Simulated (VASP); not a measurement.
Crystal: Hg4Se3S.

```
CELL_PARAMETERS angstrom
0.00000 6.02142 6.02142
6.02142 0.00000 6.02142
6.02142 6.02142 0.00000
ATOMIC_POSITIONS crystal
Hg 0.00000 0.00000 0.00000
Hg 0.00000 0.00000 0.50000
Hg 0.00000 0.50000 0.00000
Hg 0.00000 0.50000 0.50000
Hg 0.50000 0.00000 0.00000
Hg 0.50000 0.00000 0.50000
Hg 0.50000 0.50000 0.00000
Hg 0.50000 0.50000 0.50000
S 0.12500 0.12500 0.12500
S 0.12500 0.12500 0.62500
Se 0.12500 0.62500 0.12500
Se 0.12500 0.62500 0.62500
Se 0.62500 0.12500 0.12500
Se 0.62500 0.12500 0.62500
Se 0.62500 0.62500 0.12500
Se 0.62500 0.62500 0.62500
```

The cell was built by a generator and needn't be a form met in nature.

- Program: VASP 6.6.1
- Task: relaxation of cell and atoms
- Functional: PBE
- Potentials or basis: VASP PAW PBE potentials, release 64 (Hg, S, Se)
- Cutoff: 600 eV
- k mesh: 6 × 6 × 6
- Occupations: gaussian, width 0.03 eV
- Spin: no spin polarisation

At the start: pressure 5.1 GPa; volume 27.29 Å³/atom.

Question: How do energy, volume and symmetry change on relaxing?

Answer: Over 13 steps the energy falls by 43.7 meV/atom and the volume is 29.83 Å³/atom (+9.3 %); space group Amm2 (No. 38, to 0.05 Å).

The path:
| step | energy change (eV) | largest force (eV/Å) | pressure (GPa) | volume (Å³) |
| --- | --- | --- | --- | --- |
| 1 | 0.0000 | 0.5615 | 5.13 | 436.64 |
| 2 | -0.5905 | 0.2304 | -1.36 | 494.18 |
| 3 | -0.6509 | 0.2972 | -0.10 | 479.23 |
| 4 | -0.6507 | 0.2929 | -0.18 | 480.11 |
| 5 | -0.6710 | 0.2164 | -0.14 | 479.50 |
| 6 | -0.6969 | 0.0733 | -0.02 | 477.69 |
| 7 | -0.6969 | 0.0720 | -0.03 | 477.74 |
| 8 | -0.6988 | 0.0334 | 0.02 | 477.15 |
| 9 | -0.6993 | 0.0239 | 0.06 | 476.68 |
| 10 | -0.6995 | 0.0098 | -0.06 | 477.86 |
| 11 | -0.6996 | 0.0142 | -0.01 | 477.45 |
| 12 | -0.6996 | 0.0137 | -0.01 | 477.48 |
| 13 | -0.6996 | 0.0044 | 0.00 | 477.35 |

Final structure:
```
Hg S Se
1.0
    -0.00101    6.20254    6.20394
     6.20254   -0.00101    6.20394
     6.20153    6.20153    0.00000
Hg S Se
8 2 6
Cartesian
  6.2015 6.2015 0.0775
  3.1008 3.1008 0.0775
  3.0572 0.0435 3.0639
  6.1580 3.1443 3.0639
  0.0435 3.0572 3.0639
  3.1443 6.1580 3.0639
  3.1008 3.1008 6.1978
  6.2015 6.2015 6.1978
  1.5504 1.5504 1.5451
  4.6511 4.6511 1.5451
  4.6608 1.5408 4.6530
  7.7615 4.6415 4.6530
  1.5408 4.6608 4.6530
  4.6415 7.7615 4.6530
  4.6511 4.6511 7.7656
  7.7519 7.7519 7.7656
```
